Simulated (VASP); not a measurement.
# Zr: surface energy and work function by face

Which face of Zr is cheapest, and which holds its electrons hardest?

Method: PBEsol; plane waves and PAW (Zr_sv), in VASP 6.6.1.

Most raw output is cut from this account.

### 1. The starting structure

The structure is hexagonal, space group P6_3/mmc (No. 194). The conventional cell has a = 3.230 Å, b = 3.230 Å, c = 5.145 Å, α = 90.00°, β = 90.00°, γ = 120.00°. Zr has 12 Zr at 3.18 to 3.23 Å nearest.

### 2. The bulk reference, job relaxation, k-mesh 14×14×8

The bulk crystal is relaxed first, so that the slabs are cut at this functional's lattice.

Contents of INCAR:

```
SYSTEM = Zr
PREC = Accurate
ENCUT = 420
EDIFF = 1E-06
NELM = 120
ISMEAR = 1
SIGMA = 0.15
LREAL = .FALSE.
ALGO = Normal
GGA = PS
NBANDS = 18
LASPH = .TRUE.
LORBIT = 11
LWAVE = .FALSE.
LCHARG = .FALSE.
KPAR = 4
IBRION = 2
NSW = 30
ISIF = 3
EDIFFG = -0.01
POTIM = 0.4
```

Contents of POSCAR:

```
Zr
1.0
    3.2300000000      0.0000000000      0.0000000000
   -1.6150000000      2.7972620542      0.0000000000
    0.0000000000      0.0000000000      5.1453900000
Zr
2
Direct
    0.0000000000      0.0000000000      0.0000000000
    0.3333333333      0.6666666667      0.5000000000
```

Contents of KPOINTS:

```
Automatic mesh
0
Gamma
14 14 8
0 0 0
```

PAW data sets: Zr_sv (PBE family, release 64).

Started as:

```bash
$ mpirun -np 4 vasp_std
```

The job ended after 2.2 min (4 MPI ranks of AMD EPYC 7R43, shared host; peak memory 0.62 GiB; 8.2 min of CPU time).

The PAW data sets were made with PBE, which is usual practice but a small mismatch for other functionals. The run keeps the 24 symmetry operations of its start, so it cannot find a distortion of lower symmetry.

The steps of the relaxation:

```csv
step,energy less that of the first step (eV),largest force (eV/Å),pressure (GPa),volume (Å³)
1,0.0000,0.0000,-3.12,46.49
2,-0.0099,0.0000,2.02,44.10
3,-0.0153,0.0000,0.03,44.97
4,-0.0153,0.0000,-0.05,45.00
5,-0.0156,0.0000,-0.06,44.99
6,-0.0157,0.0000,-0.07,44.98
```

```
conventional cell, symmetrised  before  after  change
                         a (Å)   3.230  3.186  -1.4 %
                         b (Å)   3.230  3.186  -1.4 %
                         c (Å)   5.145  5.117  -0.6 %
              volume (Å³/atom)   23.24  22.49  -3.2 %
```

The relaxed structure:

```xyz
2
Lattice="3.1861 0.0000 0.0000 -1.5930 2.7592 0.0000 0.0000 0.0000 5.1167" Properties=species:S:1:pos:R:3 pbc="T T T"
Zr    0.0000    0.0000    0.0000
Zr    0.0000    1.8395    2.5583
```

This step gave:

* electronic cycles: 43
* electrons: 24
* free energy (TOTEN): -18.16 eV
* energy at zero smearing: -18.16 eV
* Fermi energy: 9.283 eV
* metallic: yes

The run ended after 6 ionic steps, 0.016 eV below its first step, once forces and stress met EDIFFG = -0.01.

Energy at zero smearing: -18.16110 eV.

### 3. The bulk reference, job self-consistent run, k-mesh 17×17×9

Contents of INCAR:

```
SYSTEM = Zr
PREC = Normal
ENCUT = 320
EDIFF = 1E-06
NELM = 120
ISMEAR = 1
SIGMA = 0.15
LREAL = .FALSE.
ALGO = Fast
GGA = PS
NBANDS = 18
LASPH = .TRUE.
LORBIT = 11
LWAVE = .FALSE.
LCHARG = .FALSE.
KPAR = 4
```

Contents of POSCAR:

```
Zr
1.0
    3.1860636942      0.0000000000      0.0000000000
   -1.5930318471      2.7592120972      0.0000000000
    0.0000000000      0.0000000000      5.1166753509
Zr
2
Direct
    0.0000000000      0.0000000000      0.0000000000
    0.3333333333      0.6666666667      0.5000000000
```

Contents of KPOINTS:

```
Automatic mesh
0
Gamma
17 17 9
0 0 0
```

Started as:

```bash
$ mpirun -np 4 vasp_std
```

It took 29 s on 4 MPI ranks; peak memory 0.5 GiB; 1.8 min of CPU time.

This step gave:

```
electronic cycles       : 19
free energy (TOTEN)     : -18.15 eV
energy at zero smearing : -18.15 eV
Fermi energy            : 9.274 eV
```

Energy at zero smearing: -18.14689 eV.

The run ends at a pressure of -0.89 GPa.

### 4. Relaxing the slab, 8 atoms, face Zr(0001)

System of this step: Zr(0001). The cell holds 8 atoms: 8 Zr. Its edges and angles: a = 3.186 Å, b = 3.186 Å, c = 32.908 Å, α = 90.0°, β = 90.0°, γ = 60.0°. It derives from Zr. 8 layers of hcp Zr, cut at this functional's lattice. Vacuum lies along c.

All atoms relax at the fixed cell.

Contents of INCAR:

```
SYSTEM = Zr
PREC = Normal
ENCUT = 320
EDIFF = 1E-05
NELM = 120
ISMEAR = 1
SIGMA = 0.15
LREAL = .FALSE.
ALGO = Fast
GGA = PS
NBANDS = 59
LASPH = .TRUE.
LORBIT = 11
LWAVE = .FALSE.
LCHARG = .FALSE.
KPAR = 4
IBRION = 2
NSW = 40
ISIF = 2
EDIFFG = -0.03
POTIM = 0.4
MAXMIX = 40
```

Contents of POSCAR:

```
Zr
1.0
    3.1860636942      0.0000000000      0.0000000000
    1.5930318471      2.7592120973      0.0000000000
    0.0000000000      0.0000000000     32.9083637282
Zr
8
Direct
    0.6666666700      0.6666666700      0.2279055900
    0.0000000000      0.0000000000      0.3056468500
    0.6666666700      0.6666666700      0.3833881100
    0.0000000000      0.0000000000      0.4611293700
    0.6666666700      0.6666666700      0.5388706300
    0.0000000000      0.0000000000      0.6166118900
    0.6666666700      0.6666666700      0.6943531500
    0.0000000000      0.0000000000      0.7720944100
```

Contents of KPOINTS:

```
Automatic mesh
0
Gamma
12 12 1
0 0 0
```

Started as:

```bash
$ mpirun -np 4 vasp_std
```

Run time: 8.8 min. Hardware: 4 MPI ranks; peak memory 0.86 GiB; 34 min of CPU time.

The run keeps the 12 symmetry operations of its start, so it cannot find a distortion of lower symmetry.

Relaxation path:

```
step  energy less that of the first step (eV)  largest force (eV/Å)
   1                                   0.0000                0.6170
   2                                  -0.0475                0.4551
   3                                  -0.0968                0.1111
   4                                  -0.0968                0.1146
   5                                  -0.0983                0.0791
   6                                  -0.1001                0.0342
   7                                  -0.1001                0.0331
   8                                  -0.1001                0.0347
   9                                  -0.1003                0.0123
```

The atoms that moved most (Å):

```csv
atom,dx,dy,dz,length
Zr8,0.000,0.000,-0.082,0.082
Zr1,0.000,0.000,0.082,0.082
Zr7,0.000,0.000,0.071,0.071
Zr2,0.000,0.000,-0.071,0.071
Zr3,0.000,0.000,-0.019,0.019
Zr6,0.000,0.000,0.019,0.019
Zr5,0.000,0.000,-0.016,0.016
Zr4,0.000,0.000,0.016,0.016
```

The relaxed structure:

```xyz
8
Lattice="3.1861 0.0000 0.0000 1.5930 2.7592 0.0000 0.0000 0.0000 32.9084" Properties=species:S:1:pos:R:3
Zr    3.1861    1.8395    7.5824
Zr    0.0000    0.0000    9.9876
Zr    3.1861    1.8395   12.5980
Zr    0.0000    0.0000   15.1910
Zr    3.1861    1.8395   17.7174
Zr    0.0000    0.0000   20.3104
Zr    3.1861    1.8395   22.9208
Zr    0.0000    0.0000   25.3260
```

This step gave:

```yaml
electronic_cycles: 154
electrons: 96
free_energy_toten: -70.6689 eV
energy_at_zero_smearing: -70.6726 eV
fermi_energy: 4.226 eV
```

The run ended after 9 ionic steps, 0.100 eV below its first step, once the forces on the free atoms met EDIFFG = -0.03.

### 5. Potential and states of the slab, 8 atoms, face Zr(0001)

A static run writes the electrostatic potential without exchange and correlation (LVHAR), which is flat in the vacuum and gives the level to count from. The dipole correction cancels the field that unlike faces would set up across the vacuum.

Contents of INCAR:

```
SYSTEM = Zr
PREC = Normal
ENCUT = 320
EDIFF = 1E-06
NELM = 120
ISMEAR = 1
SIGMA = 0.15
LREAL = .FALSE.
ALGO = Fast
GGA = PS
NBANDS = 59
LASPH = .TRUE.
LORBIT = 11
LWAVE = .FALSE.
LCHARG = .TRUE.
KPAR = 4
IDIPOL = 3
LDIPOL = .TRUE.
DIPOL = 0.5 0.5 0.5
LVHAR = .TRUE.
LVACPOTAV = .TRUE.
NEDOS = 1500
```

Contents of POSCAR:

```
Zr
1.0
    3.1860636942      0.0000000000      0.0000000000
    1.5930318471      2.7592120973      0.0000000000
    0.0000000000      0.0000000000     32.9083637282
Zr
8
Direct
    0.6666666700      0.6666666700      0.2304095565
    0.0000000000      0.0000000000      0.3034969946
    0.6666666700      0.6666666700      0.3828209986
    0.0000000000      0.0000000000      0.4616151136
    0.6666666700      0.6666666700      0.5383848864
    0.0000000000      0.0000000000      0.6171790014
    0.6666666700      0.6666666700      0.6965030054
    0.0000000000      0.0000000000      0.7695904435
```

KPOINTS is that of step 4.

Started as:

```bash
$ mpirun -np 4 vasp_std
```

Elapsed: 2.9 min, on 4 MPI ranks; peak memory 0.83 GiB; 11 min of CPU time.

This step gave:

```yaml
electronic_cycles: 46
fermi_energy: 4.228 eV
dipole_moment: 0, 0, -3.00e-6 e·Å
vacuum_levels: 8.515, 8.515 eV
work_functions_of_the_upper_and_lower_face: 4.287, 4.287 eV
```

The planar average of the electrostatic potential oscillates, so the rows of the table below give means over windows of 2.51 Å about each position, cut where the curve ends. Its maxima inside the range that stand out by 2 % of the span (Å: eV): 8.8: -0.909, 11.3: -0.0679, 13.9: -0.219, 16.5: -0.495, 19.0: -0.219, 21.6: -0.0679, 24.1: -0.909. Its minima: 7.5: -18.8, 9.9: -18.6, 12.6: -18.6, 15.2: -18.7, 17.7: -18.7, 20.3: -18.6, 23.0: -18.6, 25.4: -18.8.

Zero at the Fermi level. Table of planar average of the electrostatic potential by height; means over each step:

```
height (Å)  planar average of the electrostatic potential (eV)
      1.25                                                4.29
      3.76                                                4.25
      6.27                                               -2.87
      8.79                                               -10.2
     11.29                                               -8.62
     13.80                                               -8.82
     16.31                                               -9.36
     18.82                                               -8.85
     21.33                                               -8.70
     23.84                                               -10.1
     26.35                                               -5.33
     28.86                                                4.21
     31.37                                                4.29
```

Density of states in the PAW spheres, an atom over height of the layer and energy from the Fermi level.

Ten even steps from '_' (0.00 states/eV) to '@' (1.25 states/eV), each cell a mean:
```
@@**%%%%%%%%**@@
##==++++++++==##
**--==----==--**
****##****##****
****++****++****
====--====--====
==++++++++++++==
==++==++++==++==
--============--
....::::::::....
________________
________________
________________
________________
________________
________________
________________
________________
________________
________________
________________
________________
```
Columns: height of the layer (Å) from 7.6 to 25.3; rows upwards: energy from the Fermi level (eV) from -7.9 to 0.5.

Valence density in the ca plane at fractional y = 0.000, with atoms of Zr within 0.2 Å of it. It is the smooth field of the valence electrons, not physical close to the nuclei.

Ten even steps from '0' (0.0 e/Å³) to '9' (5.8 e/Å³), each cell a mean:
```
14784100000000148841000000002587300000000000
01331000000000013310000000000232100000000000
00000000000000000000000000000000000000000000
00000000011000000000000110000000000000000000
00000000010000000000000010000000000000000000
00110000000000001100000000000111000000000000
02553100000000035530000000001365200000000000
15995100000000159951000000002698300000000000
```
Columns run along c (16.0 Å, from fractional 0.44 to 0.92 of the cell), rows up along a (3.2 Å). Atoms in or near the plane, at fractional coordinates: Zr at (0.46, 0.00), Zr at (0.62, 0.00), Zr at (0.77, 0.00).

The map of layer states is cut here 0.5 eV above the Fermi level, so it leaves out the states above that.

The vacuum level lies 4.29 eV above the Fermi level at the upper face; both faces agree, as the slab has next to no dipole.

The program found no field-free point at its default tolerance, but its printed level agrees with the flat part of the planar average.

On this mesh the fine structure of the density of states is sampling noise, and high empty states may be cut by the number of bands.

### 6. Relaxing the slab, 12 atoms, face Zr(10-10)

System of this step: Zr(10-10). The cell holds 12 atoms: 12 Zr. Its edges and angles: a = 3.186 Å, b = 5.117 Å, c = 29.716 Å, α = 90.0°, β = 90.0°, γ = 90.0°. It derives from Zr. 12 layers of hcp Zr, cut at this functional's lattice. Vacuum lies along c.

Contents of INCAR:

```
SYSTEM = Zr
PREC = Normal
ENCUT = 320
EDIFF = 1E-05
NELM = 120
ISMEAR = 1
SIGMA = 0.15
LREAL = .FALSE.
ALGO = Fast
GGA = PS
NBANDS = 89
LASPH = .TRUE.
LORBIT = 11
LWAVE = .FALSE.
LCHARG = .FALSE.
KPAR = 4
IBRION = 2
NSW = 40
ISIF = 2
EDIFFG = -0.03
POTIM = 0.4
MAXMIX = 40
```

Contents of POSCAR:

```
Zr
1.0
    3.1860636942      0.0000000000      0.0000000000
    0.0000000000      5.1166753509      0.0000000000
    0.0000000000      0.0000000000     29.7157978520
Zr
12
Direct
    0.0000000000      0.0000000000      0.2523910000
    0.5000000000      0.0000000000      0.3452443800
    0.5000000000      0.5000000000      0.2833421300
    0.0000000000      0.0000000000      0.4380977500
    0.0000000000      0.5000000000      0.3761955000
    0.5000000000      0.0000000000      0.5309511200
    0.5000000000      0.5000000000      0.4690488800
    0.0000000000      0.0000000000      0.6238045000
    0.0000000000      0.5000000000      0.5619022500
    0.5000000000      0.0000000000      0.7166578700
    0.5000000000      0.5000000000      0.6547556200
    0.0000000000      0.5000000000      0.7476090000
```

Contents of KPOINTS:

```
Automatic mesh
0
Gamma
9 6 1
0 0 0
```

Started as:

```bash
$ mpirun -np 4 vasp_std
```

Run time: 19 min. Hardware: 4 MPI ranks; peak memory 1.5 GiB.

The run keeps the 8 symmetry operations of its start, so it cannot find a distortion of lower symmetry.

Step by step:

```csv
step,energy less that of the first step (eV),largest force (eV/Å)
1,0.0000,0.4426
2,-0.0207,0.3568
3,-0.0514,0.1259
4,-0.0518,0.1520
5,-0.0567,0.1051
6,-0.0593,0.0451
7,-0.0596,0.0338
8,-0.0601,0.0448
9,-0.0602,0.0348
10,-0.0606,0.0286
```

The atoms that moved most (Å):

```csv
atom,dx,dy,dz,length
Zr1,0.000,0.000,0.094,0.094
Zr12,0.000,0.000,-0.094,0.094
Zr11,0.000,0.000,0.050,0.050
Zr2,0.000,0.000,-0.050,0.050
Zr4,0.000,0.000,-0.032,0.032
Zr9,0.000,0.000,0.032,0.032
Zr10,0.000,0.000,-0.022,0.022
Zr3,0.000,0.000,0.022,0.022
```

The relaxed structure:

```xyz
12
Lattice="3.1861 0.0000 0.0000 0.0000 5.1167 0.0000 0.0000 0.0000 29.7158" Properties=species:S:1:pos:R:3
Zr    0.0000    0.0000    7.5942
Zr    1.5930    0.0000   10.2094
Zr    1.5930    2.5583    8.4415
Zr    0.0000    0.0000   12.9862
Zr    0.0000    2.5583   11.1720
Zr    1.5930    0.0000   15.7819
Zr    1.5930    2.5583   13.9338
Zr    0.0000    0.0000   18.5438
Zr    0.0000    2.5583   16.7296
Zr    1.5930    0.0000   21.2743
Zr    1.5930    2.5583   19.5064
Zr    0.0000    2.5583   22.1216
```

This step gave:

| Item | Value |
| --- | --- |
| electronic cycles | 114 |
| electrons | 144 |
| free energy (TOTEN) | -105.1859 eV |
| energy at zero smearing | -105.1838 eV |
| Fermi energy | 3.514 eV |

The run ended after 10 ionic steps, 0.061 eV below its first step, once the forces on the free atoms met EDIFFG = -0.03.

### 7. Potential and states of the slab, 12 atoms, face Zr(10-10)

Contents of INCAR:

```
SYSTEM = Zr
PREC = Normal
ENCUT = 320
EDIFF = 1E-06
NELM = 120
ISMEAR = 1
SIGMA = 0.15
LREAL = .FALSE.
ALGO = Fast
GGA = PS
NBANDS = 89
LASPH = .TRUE.
LORBIT = 11
LWAVE = .FALSE.
LCHARG = .TRUE.
KPAR = 4
IDIPOL = 3
LDIPOL = .TRUE.
DIPOL = 0.5 0.5 0.5
LVHAR = .TRUE.
LVACPOTAV = .TRUE.
NEDOS = 1500
```

Contents of POSCAR:

```
Zr
1.0
    3.1860636942      0.0000000000      0.0000000000
    0.0000000000      5.1166753509      0.0000000000
    0.0000000000      0.0000000000     29.7157978520
Zr
12
Direct
    0.0000000000      0.0000000000      0.2555624428
    0.5000000000      0.0000000000      0.3435682211
    0.5000000000      0.5000000000      0.2840735470
    0.0000000000      0.0000000000      0.4370127361
    0.0000000000      0.5000000000      0.3759607426
    0.5000000000      0.0000000000      0.5310962177
    0.5000000000      0.5000000000      0.4689037823
    0.0000000000      0.0000000000      0.6240392574
    0.0000000000      0.5000000000      0.5629872639
    0.5000000000      0.0000000000      0.7159264530
    0.5000000000      0.5000000000      0.6564317789
    0.0000000000      0.5000000000      0.7444375572
```

KPOINTS is that of step 6.

Started as:

```bash
$ mpirun -np 4 vasp_std
```

The job ended after 4.6 min (4 MPI ranks; peak memory 1.4 GiB).

Numbers from this step:

| Quantity | Value |
| --- | --- |
| electronic cycles | 32 |
| free energy (TOTEN) | -105.1860 eV |
| energy at zero smearing | -105.1839 eV |
| Fermi energy | 3.515 eV |
| dipole moment | 0, 0, 0 e·Å |
| vacuum levels | 7.429, 7.429 eV |
| work functions of the upper and lower face | 3.914, 3.914 eV |

The planar average of the electrostatic potential oscillates, so the rows of the table below give means over windows of 2.76 Å about each position, cut where the curve ends. Its maxima inside the range that stand out by 2 % of the span (Å: eV): 9.3: -3.80, 12.1: -3.38, 14.9: -3.03, 17.6: -3.38, 20.4: -3.80. Its minima: 8.0: -15.5, 10.7: -14.2, 13.5: -14.3, 16.2: -14.3, 19.0: -14.2, 21.8: -15.5.

Zero at the Fermi level. Planar average of the electrostatic potential against height; means over each step:

| height (Å) | planar average of the electrostatic potential (eV) |
| --- | --- |
| 1.38 | 3.91 |
| 4.14 | 3.85 |
| 6.90 | -4.97 |
| 9.66 | -9.56 |
| 12.42 | -9.23 |
| 15.18 | -9.07 |
| 17.94 | -9.19 |
| 20.70 | -9.84 |
| 23.46 | -0.641 |
| 26.22 | 3.90 |
| 28.98 | 3.91 |

Density of states in the PAW spheres, an atom over height of the layer and energy from the Fermi level.

Ten even steps from '0' (0.00 states/eV) to '9' (1.30 states/eV), each cell a mean:
```
977878878779
765444444567
543344443345
876677776678
555545545555
344444444443
445444444544
445544445544
224433334422
111222222111
000000000000
000000000000
000000000000
000000000000
000000000000
000000000000
000000000000
000000000000
000000000000
000000000000
000000000000
000000000000
```
Columns: height of the layer (Å) from 7.6 to 22.1 (not evenly spaced); rows upwards: energy from the Fermi level (eV) from -7.9 to 0.5.

Valence density in the ca plane at fractional y = 0.000, with atoms of Zr within 0.2 Å of it. It is the smooth field of the valence electrons, not physical close to the nuclei.

Values in e/Å³, 5 rows by 16 columns, each cell a mean:
```
0.2 1.9 2.9 0.2 0.3 0.3 0.4 3.4 1.3 0.2 0.4 0.1 0.0 0.0 0.0 0.0
0.4 0.3 0.5 0.2 2.2 1.7 0.2 0.5 0.3 0.7 2.9 0.4 0.0 0.0 0.0 0.0
0.5 0.2 0.2 0.3 3.7 2.9 0.2 0.2 0.2 1.2 4.9 0.7 0.0 0.0 0.0 0.0
0.3 0.6 0.9 0.2 1.3 1.0 0.2 1.1 0.5 0.4 1.7 0.3 0.0 0.0 0.0 0.0
0.2 2.5 3.7 0.2 0.2 0.2 0.5 4.3 1.6 0.2 0.2 0.1 0.0 0.0 0.0 0.0
```
Columns run along c (16.0 Å, from fractional 0.37 to 0.91 of the cell), rows up along a (3.2 Å). Atoms in or near the plane, at fractional coordinates: Zr at (0.44, 0.00), Zr at (0.53, 0.50), Zr at (0.62, 0.00), Zr at (0.72, 0.50).

The map of layer states is cut here 0.5 eV above the Fermi level, so it leaves out the states above that.

The vacuum level lies 3.91 eV above the Fermi level at the upper face; both faces agree, as the slab has next to no dipole.

The program found no field-free point at its default tolerance, but its printed level agrees with the flat part of the planar average.

On this mesh the fine structure of the density of states is sampling noise, and high empty states may be cut by the number of bands.

### 8. The faces side by side

This step: surfaces of a metal, PBEsol; plane waves and PAW (VASP 6.6.1).

Derived from the runs above.

Symmetric slabs, all atoms free. All faces:

| face | layers | area a surface atom (Å²) | work function (eV) | surface energy as cut (J/m²) | surface energy relaxed (J/m²) | change of the top spacing (%) |
| --- | --- | --- | --- | --- | --- | --- |
| Zr(0001) | 8 | 8.791 | 4.287 | 1.836 | 1.745 | -5.99 |
| Zr(10-10) | 12 | 16.3 | 3.914 | 1.847 | 1.817 | -7.88 |

Each surface energy is the slab's energy less its number of atoms times the bulk energy of -9.0734 eV, over twice the cell's area.

### 9. Outcome

```
Zr(0001)  : 1.75 J/m², 4.29 eV
Zr(10-10) : 1.82 J/m², 3.91 eV
```

**Reading.** The cheapest face is Zr(0001) at 1.75 J/m², against 1.82 for Zr(10-10). The work functions are 4.29 eV for Zr(0001) and 3.91 eV for Zr(10-10). The densest face has the highest work function, as the smoothing of the electron density over an open face lowers the surface dipole. The densest face is also the cheapest, since it cuts the fewest bonds an area. The top spacing changes by -6.0 % on Zr(0001) and -7.9 % on Zr(10-10). Of the two ends of the prism face, the one with the short outer spacing was run. One thickness was run for each face, and bulk and slab meshes don't match, which leaves some hundredths of a J/m². The cells are 1 × 1 and can't reconstruct.

[Lines on the potential files, build, host, timing and source positions are cut from VASP's logs without a mark.]

[Logs are printed without paths, hosts, clocks, repeated set-up lines and the standing remarks that a program may print on its own settings, such as how far it seeks lower states.]

[Hosts, paths, dates, database ids (printed as entryN), source tags and the programs' standing remarks are cut or masked in the printed files.]

[Runs that stopped without an error message from VASP are left out.]
